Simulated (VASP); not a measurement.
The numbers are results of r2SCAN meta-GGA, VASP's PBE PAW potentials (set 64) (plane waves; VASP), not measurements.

Gaps are without spin-orbit coupling.

### Question
Order these relaxed crystals by band gap, smallest first: HgTe, P3_221 (154); TiO2, C2/c (15); BP, P6_3mc (186); CuI, P-3m1 (164).

### Answer
HgTe, P3_221 (154) (0.90 eV), BP, P6_3mc (186) (1.21 eV), CuI, P-3m1 (164) (2.13 eV), TiO2, C2/c (15) (2.53 eV)
